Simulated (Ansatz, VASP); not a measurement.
## Cross-check of Ba2CaP2 between VASP and Ansatz

Wanted: the spread between two codes on one cell, functional and k mesh. The structure shown is the start of the Ansatz relaxation below; VASP solves that cell, so the two are compared at the walk's first step.

Main program and level: Ansatz 0.2.0; plane waves, with VASP 6.6.1 beside it; single point at PBE.

## Step 1: Starting point

The cell holds 5 atoms: 2 Ba, 1 Ca and 2 P. Cell: a = 4.168 Å, b = 4.168 Å, c = 36.315 Å, α = 90.0°, β = 90.0°, γ = 120.0°. Vacuum lies along c. The height across the vacuum is the one that the program set for its solve, not the one typed.

## Step 2: Ansatz: relaxation, PBE

Ansatz runs on its default PAW (the set named soft_2) files.

The two programs are compared at the cell with which this relaxation starts, whose forces are those of its first step.

The input, input.yaml:

```yaml
crystal:
  lattice:
    - [4.1684592, 0.0, 0.0]
    - [-2.0842296, 3.60999157, 0.0]
    - [0.0, 0.0, 21.75876208]
  atoms:
    - { symbol: Ba, position: [0.0, 0.0, 0.35620392] }
    - { symbol: Ba, position: [0.33333333, 0.66666667, 0.64379608] }
    - { symbol: Ca, position: [0.66666667, 0.33333333, 0.5] }
    - { symbol: P, position: [0.0, 0.0, 0.57682887] }
    - { symbol: P, position: [0.33333333, 0.66666667, 0.42317113] }
  periodic: [true, true, false]
kpoints:
  mp_grid: { grid: [7, 7, 1] }
scf:
  occupations: { method: fermi_dirac, width: 0.05 }
hamiltonian:
  xc: pbe
  pseudopotentials: { kind: paw }
output:
  forces: true
  stress: true
relax:
  f_tol: 0.02
  max_steps: 50
  cell: {}
```

Command:

```console
ansatz run input.yaml --threads 4 --pin off --max-ram 8192MiB --backend cpu --events-out ev --progress --plain --runs-dir out
```

Numbers of over 12 decimals in the logs are rounded to 6 here.

The log of the run:

```text
Warning: crystal.periodic: the lattice vector that does not repeat stood 0.000° off the slab's normal, 21.759 Å along it as the deck builds it. The run solves the slab on a vector along the normal, 36.315 Å long, with every atom where it was (on the deck's vector they left 15.50 Å outside them, and the widest stretch free of ions among them is 1.67 Å). A fractional position that the run reports is one of the run's ce [...]
crystal.periodic: the lattice vector that does not repeat stood 0.000° off the slab's normal, 21.759 Å along it as the deck builds it. The run solves the slab on a vector along the normal, 36.315 Å long, with every atom where it was (on the deck's vector they left 15.50 Å outside them, and the widest stretch free of ions among them is 1.67 Å). A fractional position that the run reports is one of the run's cell, which [...]
Engine: ansatz 0.2.0, x86_64-unknown-linux-gnu
Pseudopotentials: kind: paw
Pseudopotential: Ba, paw, valence charge 10, recommended cutoff 420 eV (normal), Ba.paw.azcp
Pseudopotential: Ca, paw, valence charge 10, recommended cutoff 420 eV (normal), Ca.paw.azcp
Pseudopotential: P, paw, valence charge 5, recommended cutoff 420 eV (normal), P.paw.azcp
Functional definition: PBE
  parameter kappa = 0.804
  parameter beta = 0.066725
  exchange = pbe_x(kappa = kappa, mu = beta*pi^2/3)
  correlation = pbe_c(beta = beta)
Crystal: 5 atoms, lattice volume = 546.476 Å³
Basis set: ecut = 420 eV, 10531 PW (Γ), exchange–correlation on 60×60×486 points (8 copies of the dense FFT grid, shifted against one another)
Bands: 25, of which v1, the nominal top of the filled ones, is band 20 counted from 1 (19 counted from 0)
Symmetry: 12 space group operations
Space group: P-3m1 (ITA 164), of the structure as read, at distance tolerance 8.2e-5 Å
k-points: 8 of 49
Non-local potential: Ba, projectors of the file, l = 0: 3, l = 1: 2, l = 2: 2, l = 3: 2
Non-local potential: Ca, projectors of the file, l = 0: 3, l = 1: 2, l = 2: 2
Non-local potential: P, projectors of the file, l = 0: 2, l = 1: 2, l = 2: 2
PAW form: soft (Blöchl's): semilocal exchange-correlation on the pseudo side does not see the compensation charge
PAW one-centre angular grid: Ba, 194 points (default); XC on 64 Gauss nodes
PAW one-centre angular grid: Ca, 110 points (default); XC on 64 Gauss nodes
PAW one-centre angular grid: P, 110 points (default); XC on 64 Gauss nodes
Initial density: superposition of atomic densities (neutral atoms: chi_scale 0, normalization atom), corrected by the library's trained network
Initial wavefunctions: pseudopotential atomic-orbital guess
Functional: x = pbe(κ = 0.804, μ = 0.219515), c = pbe(β = 0.066725)
[...]
SCF iter   2: F=—  HF=-15231.647442 eV  |F-HF|=—  |Δ(HF+E_count)|=   8.61e-5  Δρ=8.33e-6  dr2=5.00e-6  ethr=1.84e-8  ⟨swp⟩=3.6  Hψ=489  notcnv=0
SCF iter   3: F=—  HF=-15231.647440 eV  |F-HF|=—  |Δ(HF+E_count)|=   1.26e-6  Δρ=9.95e-6  dr2=9.85e-6  ethr=1.25e-8  ⟨swp⟩=2.4  Hψ=317  notcnv=0
SCF iter   4: F=—  HF=-15231.647439 eV  |F-HF|=—  |Δ(HF+E_count)|=   9.54e-7  Δρ=1.09e-6  dr2=1.57e-8  ethr=1.25e-8  ⟨swp⟩=2.1  Hψ=265  notcnv=0
SCF iter   5: F=—  HF=-15231.647657 eV  |F-HF|=—  |Δ(HF+E_count)|=   2.18e-4  Δρ=5.58e-7  dr2=7.71e-9  ethr=3.92e-11  ⟨swp⟩=3.1  Hψ=443  notcnv=0
SCF iter   6: F=—  HF=-15231.647657 eV  |F-HF|=—  |Δ(HF+E_count)|=   1.19e-9  Δρ=2.75e-7  dr2=2.55e-9  ethr=1.93e-11  ⟨swp⟩=1.6  Hψ=216  notcnv=0
SCF iter   7: F=—  HF=-15231.647657 eV  |F-HF|=—  |Δ(HF+E_count)|=  4.07e-10  Δρ=7.28e-8  dr2=1.74e-10  ethr=6.37e-12  ⟨swp⟩=2.0  Hψ=252  notcnv=0
SCF iter   8: F=-15231.647657 eV  HF=-15231.647657 eV  |F-HF|=4.73e-11  |Δ(HF+E_count)|=  8.00e-11  Δρ=1.22e-8  dr2=3.22e-12  ethr=1.00e-12  ⟨swp⟩=7.5  Hψ=1266  notcnv=0
SCF 7 converged in 8 iterations: F = -15231.647657 eV  dr2 = 3.22e-12
relax step   7: F+E_penalty+E_count = -15231.64765712 eV  Δ(F+E_penalty+E_count) = -8.151e-3 eV  max|allowed force component| = 1.059e-2 eV/Å  Δτ_max = 0.0000 Å  P = +0.072 N/m  Ω = 668.366 Å³  fix = [c, alpha, beta]  reactions: c +0.000 N/m  stress off target by 7.20e-2 N/m on what of the cell is left free  SCF on the basis re-selected at this cell (its energy is not comparable with the rows above)  (8 SCF iters)
[...]
relax step   8: F+E_penalty+E_count = -15231.64805437 eV  Δ(F+E_penalty+E_count) = -3.972e-4 eV  max|allowed force component| = 5.409e-3 eV/Å  Δτ_max = 0.0179 Å  P = -0.027 N/m  Ω = 673.104 Å³  energy of the carried Pulay correction = -4.464e-5 eV  fix = [c, alpha, beta]  reactions: c -0.000 N/m  (8 SCF iters, dr2 threshold 4.90e-9 eV, accepted)
[...]
relax step   9: F+E_penalty+E_count = -15231.64809890 eV  Δ(F+E_penalty+E_count) = -4.453e-5 eV  max|allowed force component| = 5.394e-3 eV/Å  Δτ_max = 0.0000 Å  P = -0.027 N/m  Ω = 673.104 Å³  fix = [c, alpha, beta]  reactions: c -0.000 N/m  stress off target by 2.75e-2 N/m on what of the cell is left free  SCF on the basis re-selected at this cell (its energy is not comparable with the rows above)  (8 SCF iters)
basis re-selected at this cell: Δ(F+E_penalty+E_count) = -4.453e-5 eV, ΔP = +0.000 N/m vs the last step (what re-selecting the basis moved, of the pressure what is left beyond the Pulay correction that the steps carried, after the strain that the cell walked since its last selection, with what the two solves' SCF thresholds leave and, on support functions, any second-order correction that the steps lacked; it is no m [...]
SCF converged after 8 iterations
Free energy (F): -15231.648099 eV
Harris-Foulkes:  -15231.648099 eV  (|F-HF|=2.22e-10)
Internal energy: -15231.639104 eV  (E = F + TS)
E sigma→0 (E₀):  -15231.643602 eV
Entropy (-TS):   -0.008994 eV (-1.799 meV/atom)
Fermi energy:    -1.608304 eV
--- Per-component energies (eV) ---
  E_band       = -580.368019
  E_kinetic    = 753.601661
  E_local      = -51164.773201  (includes V_loc(G=0)·N_el)
  E_nonlocal   = 246.013944
  E_hartree    = 25149.913458
  E_xc         = -596.254736
  E_vxc        = -563.824481  (∫ρ·V_xc dr)
  E_paw        = -12448.872004  (= ΣΔE_a)
  E_vpaw       = -151.212942  (= ΣTr[D̂ρ^β])
  E_aug_tail   = -0.000003  (compensation charges beyond the density's cutoff)
  E_ewald      = 22828.731777
  E_smearing   = -0.008994  (= −TS)
  E_closure    = -0.000000  (closes the sum)
  Σ components = -15231.648099   (vs F -15231.648099, Δ=0.00e0)
--- Forces (eV/Å), atoms counted from 1 ---
  atom   1  Ba     0.00000000    -0.00000000     0.00539383
  atom   2  Ba     0.00000000     0.00000000    -0.00539383
  atom   3  Ca     0.00000000     0.00000000     0.00000000
  atom   4  P      0.00000000     0.00000000    -0.00020264
  atom   5  P      0.00000000    -0.00000000     0.00020264
  max |Σ_I F_I| component: 8.10e-18 eV/Å
--- 2D stress c σ (N/m, compression-positive) ---
       -0.027468       0.000000       0.000000
       -0.000000      -0.027468      -0.000000
        0.000000      -0.000000      -0.000000
  P = ½ c Tr σ = -0.0275 N/m
--- Relaxed structure (7 steps of the walk, 7 accepted, 2 SCFs on fresh bases) ---
  F+E_penalty+E_count = -15231.64809890 eV   max|allowed force component| = 5.394e-3 eV/Å   (the final SCF, on the basis selected at the relaxed cell)
  cell:  # Å, volume = 673.1043 Å³
    - [4.626271, 0, 0]
    - [-2.313135, 4.006468, 0]
    - [0, 0, 36.315299]
  atoms:
    - { symbol: Ba, position: [-4.774633899264224e-17, -4.4408920922967716e-17, 0.215406] }
    - { symbol: Ba, position: [0.333333, 0.666667, 0.383756] }
    - { symbol: Ca, position: [0.666667, 0.333333, 0.299581] }
    - { symbol: P, position: [-5.0374880631394755e-17, -4.4408920922967716e-17, 0.345243] }
    - { symbol: P, position: [0.333333, 0.666667, 0.253920] }
```

In the SCF lines HF is the Harris–Foulkes energy and dr2 the Hartree energy of the density residual, in eV; the loop may stop once dr2 is under the threshold and the program's other checks hold. Hψ counts applications of the Hamiltonian.

## Step 3: VASP: single point, PBE, start cell

The same cell, functional, mesh and smearing now go to VASP, with its own data sets.

Lines of VASP's logs that name or quote its potential files are left out, and so is its time.

The input, INCAR:

```
SYSTEM = Ba2CaP2
PREC = Accurate
ENCUT = 400
EDIFF = 1E-06
NELM = 120
ISMEAR = -1
SIGMA = 0.05
LREAL = .FALSE.
ALGO = Normal
GGA = PE
NBANDS = 26
LORBIT = 11
LWAVE = .FALSE.
LCHARG = .FALSE.
ISIF = 2
LDIPOL = .TRUE.
IDIPOL = 3
DIPOL = 0.5 0.5 0.3
LVHAR = .TRUE.
LASPH = .TRUE.
GGA_COMPAT = .FALSE.
EFERMI = MIDGAP
NELMDL = -8
KPAR = 2
```

The input, POSCAR:

```
Ba2CaP2
1.0
    4.1684590000      0.0000000000      0.0000000000
   -2.0842300000      3.6099920000      0.0000000000
    0.0000000000      0.0000000000     36.3152990000
Ba Ca P
2 1 2
Direct
    0.0000000000      0.0000000000      0.2134239897
    0.3333333671      0.6666665743      0.3857384184
    0.6666668728      0.3333334257      0.2995812041
    0.0000000000      0.0000000000      0.3456141721
    0.3333333671      0.6666665743      0.2535482360
```

The input, KPOINTS:

```
Automatic mesh
0
Gamma
7 7 1
0 0 0
```

Potentials, in the order of the species: Ba_sv, Ca_sv and P (PBE family, release 64).

Command:

```console
mpirun -np 2 vasp_std
```

The log of the run:

```text
[banner, memory and clock lines left out]
running    2 mpi-ranks, on    1 nodes
 distrk:  each k-point on    1 cores,    2 groups
 distr:  one band on    1 cores,    1 groups

 POSCAR found type information on POSCAR BaCaP
 POSCAR found :  3 types and       5 ions
 LDA part: xc-table for (Slater+PW92), standard interpolation
 POSCAR, INCAR and KPOINTS ok, starting setup
 FFT: planning ... GRIDC
 FFT: planning ... GRID_SOFT
 FFT: planning ... GRID
 WAVECAR not read
 entering main loop
       N       E                     dE             d eps       ncg     rms          rms(c)
DAV:   1     0.327052213756E+03    0.32705E+03   -0.14435E+04   512   0.924E+02
DAV:   2     0.156987329989E+02   -0.31135E+03   -0.30667E+03   572   0.238E+02
DAV:   3    -0.229800999070E+02   -0.38679E+02   -0.38550E+02   586   0.835E+01
DAV:   4    -0.246171865917E+02   -0.16371E+01   -0.16341E+01   712   0.176E+01
DAV:   5    -0.246704321556E+02   -0.53246E-01   -0.53239E-01   686   0.231E+00
DAV:   6    -0.246711789042E+02   -0.74675E-03   -0.74670E-03   672   0.292E-01
DAV:   7    -0.246711930617E+02   -0.14157E-04   -0.14157E-04   640   0.430E-02
DAV:   8    -0.246711938320E+02   -0.77032E-06   -0.77013E-06   728   0.746E-03    0.107E+01
DAV:   9    -0.209665787426E+02    0.37046E+01   -0.78627E+00   476   0.103E+01    0.676E+00
DAV:  11    -0.198085297612E+02    0.19163E+00   -0.93057E-01   516   0.333E+00    0.975E-01
DAV:  12    -0.197088531931E+02    0.99677E-01   -0.37480E-01   550   0.179E+00    0.601E-01
DAV:  13    -0.196919681780E+02    0.16885E-01   -0.19874E-02   540   0.582E-01    0.352E-01
DAV:  14    -0.196748201140E+02    0.17148E-01   -0.29256E-02   580   0.641E-01    0.184E-01
DAV:  15    -0.196747433125E+02    0.76801E-04   -0.15660E-02   548   0.331E-01    0.973E-02
[...]
DAV:  22    -0.196822558600E+02   -0.42280E-04   -0.98151E-06   444   0.788E-03    0.394E-03
DAV:  23    -0.196822828348E+02   -0.26975E-04   -0.40300E-06   424   0.517E-03    0.113E-03
DAV:  24    -0.196823071033E+02   -0.24268E-04   -0.40931E-06   398   0.254E-03    0.836E-04
DAV:  25    -0.196823111783E+02   -0.40750E-05   -0.46877E-07   386   0.113E-03    0.520E-04
DAV:  26    -0.196823201325E+02   -0.89543E-05   -0.12863E-06   358   0.110E-03    0.347E-04
DAV:  27    -0.196823247879E+02   -0.46553E-05   -0.34276E-07   370   0.935E-04    0.406E-04
DAV:  28    -0.196823264657E+02   -0.16778E-05   -0.12692E-07   340   0.475E-04    0.133E-04
DAV:  29    -0.196823271091E+02   -0.64338E-06   -0.20883E-08   338   0.295E-04
   1 F= -.19682327E+02 E0= -.19679256E+02  d E =-.614320E-02
```

Parts of OUTCAR (step 3):

```text
ion  position               nearest neighbor table
   1  0.000  0.000  0.213-   5 2.81   5 2.81   5 2.81   3 3.95   3 3.95   3 3.95
   2  0.333  0.667  0.386-   4 2.81   4 2.81   4 2.81   3 3.95   3 3.95   3 3.95
   3  0.667  0.333  0.300-   5 2.93   4 2.93   4 2.93   5 2.93   4 2.93   5 2.93   2 3.95   1 3.95
                             1 3.95   2 3.95   1 3.95   2 3.95
   4  0.000  0.000  0.346-   2 2.81   2 2.81   2 2.81   3 2.93   3 2.93   3 2.93
   5  0.333  0.667  0.254-   1 2.81   1 2.81   1 2.81   3 2.93   3 2.93   3 2.93

  LATTYP: Found a hexagonal cell.
 ALAT       =     4.1684590000
 C/A-ratio  =     8.7119242387

 Subroutine GETGRP returns: Found 12 space group operations
 (whereof  6 operations were pure point group operations)

The static configuration has the point symmetry C_3v.
 The point group associated with its full space group is D_3d.

 Found      8 irreducible k-points:

   k-points           NKPTS =      8   k-points in BZ     NKDIM =      8   number of bands    NBANDS=     26

   dimension x,y,z NGX =    28 NGY =   28 NGZ =  240
   dimension x,y,z NGXF=    56 NGYF=   56 NGZF=  480

   ENCUT  =  400.0 eV  29.40 Ry    5.42 a.u.   6.80  6.80 59.22*2*pi/ulx,y,z

   NELECT =      40.0000    total number of electrons

 k-points in reciprocal lattice and weights: Automatic mesh
   0.00000000  0.00000000  0.00000000       0.020
   0.14285714  0.00000000  0.00000000       0.122
   0.28571429 -0.00000000  0.00000000       0.122
   0.42857143  0.00000000  0.00000000       0.122
   0.14285714  0.14285714  0.00000000       0.122
   0.28571429  0.14285714  0.00000000       0.245
   0.42857143  0.14285714  0.00000000       0.122
   0.28571429  0.28571429  0.00000000       0.122

 dipolmoment           0.000000      0.000000     -0.000002 electrons x Angstroem

 average (electrostatic) potential at core
       1 -39.3790       2 -39.3790       3 -48.5208       4 -86.7645       5 -86.7645

 E-fermi :  -0.3704

 k-point     1 :       0.0000    0.0000    0.0000
  band No.  band energies     occupation
    ...
     17      -1.1070      2.00000
     18      -1.1070      2.00000
     19      -0.6422      1.99132
     20      -0.6422      1.99132
     21      -0.3337      0.64873
     22      -0.2068      0.07303
     23       1.1975      0.00000
     24       1.2863      0.00000
     25       1.5459      0.00000
     26       1.9466      0.00000

 k-point     2 :       0.1429    0.0000    0.0000
  band No.  band energies     occupation
    ...
     16      -1.5735      2.00000
     17      -1.2368      2.00000
     18      -1.0186      2.00000
     19      -0.9600      1.99998
     20      -0.6015      1.98053
     21      -0.0025      0.00127
     22       0.0216      0.00079
     23       1.4317      0.00000
     24       1.5058      0.00000
     25       1.7728      0.00000
    ...

 k-point     3 :       0.2857   -0.0000    0.0000
  band No.  band energies     occupation
    ...
     16      -1.6172      2.00000
     17      -1.4838      2.00000
     18      -0.8705      1.99991
     19      -0.7280      1.99843
     20      -0.5997      1.97982
     21       0.4311      0.00000
     22       0.4492      0.00000
     23       1.4581      0.00000
     24       1.9540      0.00000
     25       2.0330      0.00000
    ...

  Total       10.2144628     10.2144663      7.2000930     -0.0000014      0.0000000     -0.0000000
  in kB       29.9470961     29.9471063     21.1094680     -0.0000041      0.0000000     -0.0000000
  external PRESSURE =      27.0012235 kB  Pullay stress =       0.0000000 kB

  energy-cutoff  :      400.00
  volume of cell :      546.48
      direct lattice vectors                 reciprocal lattice vectors
     4.168459000  0.000000000  0.000000000     0.239896806  0.138504495  0.000000000
    -2.084230000  3.609992000  0.000000000     0.000000000  0.277008924  0.000000000
     0.000000000  0.000000000 36.315299000     0.000000000  0.000000000  0.027536604

 POSITION                                       TOTAL-FORCE (eV/Angst)
 -----------------------------------------------------------------------------------
      0.00000      0.00000      7.75056        -0.000000     -0.000000     -1.701984
     -0.00000      2.40666     14.00821         0.000000      0.000000      1.701984
      2.08423      1.20333     10.87938         0.000000     -0.000000     -0.000000
      0.00000      0.00000     12.55108         0.000000     -0.000000     -1.026108
     -0.00000      2.40666      9.20768        -0.000000      0.000000      1.026108
 -----------------------------------------------------------------------------------
    total drift:                               -0.000765     -0.000005     -0.000347

  FREE ENERGIE OF THE ION-ELECTRON SYSTEM (eV)
  ---------------------------------------------------
  free  energy   TOTEN  =       -19.6823271091 eV

  energy  without entropy=      -19.6761839119  energy(sigma->0) =      -19.67925551

 vacuum level on the upper side and lower side of the slab         1.313         1.313

 total charge
# of ion       s       p       d       tot
------------------------------------------
    1        2.057   5.524   0.620   8.201
    2        2.057   5.524   0.620   8.201
    3        2.040   5.862   0.263   8.165
    4        1.050   1.556   0.000   2.606
    5        1.050   1.556   0.000   2.606
--------------------------------------------------
tot          8.254  20.022   1.503  29.779

[... 3 further parts left out ...]
```

Harder data sets than Ba_sv exist (the GW ones), and pressures, volumes and forces can shift noticeably with them.

## Step 4: Side by side

Known differences besides the potentials themselves: Ansatz cuts the interaction across the vacuum, VASP repeats the sheet with a dipole correction; the cutoff is 420 eV in Ansatz and 400 eV in VASP. Total energies have different zeros and are not compared.

Forces (eV/Å; atoms numbered as in POSCAR):

```csv
atom,"Ansatz x, y, z","VASP x, y, z"
Ba1,"0.000, 0.000, -1.487","0.000, 0.000, -1.702"
Ba2,"0.000, 0.000, 1.487","0.000, 0.000, 1.702"
Ca3,"0.000, 0.000, 0.000","0.000, 0.000, 0.000"
P4,"0.000, 0.000, -0.839","0.000, 0.000, -1.026"
P5,"0.000, 0.000, 0.839","0.000, 0.000, 1.026"
```

The forces differ by 104 meV/Å r.m.s., which is 14.4 % of the r.m.s. force of 0.726 eV/Å (both taken over all components). With vacuum in the cell, a pressure given here is an average over mostly empty space and none of the material.

## Step 5: What came out

```yaml
r_m_s_force_difference_single_point_pbe_start_cell: 14 % of the r.m.s. force
```

In words: The r.m.s. force difference is 14 % of the r.m.s. force (single point, PBE, start cell), beyond the 3 % picked in this series as the mark of a large difference. What causes the difference of the single point, PBE, start cell pair stays open here. 1 further run of this series is not shown here. Such differences can come from data sets, numerical settings and the points named under the comparisons, not from the functional's error against experiment.

[Lines on the potential files, build, host, timing and source positions are cut from VASP's logs without a mark.]

[Logs are printed without paths, hosts, clocks, repeated set-up lines and the standing remarks that a program may print on its own settings, such as how far it seeks lower states.]

[Hosts, paths, dates, database ids (printed as entryN), source tags and the programs' standing remarks are cut or masked in the printed files.]
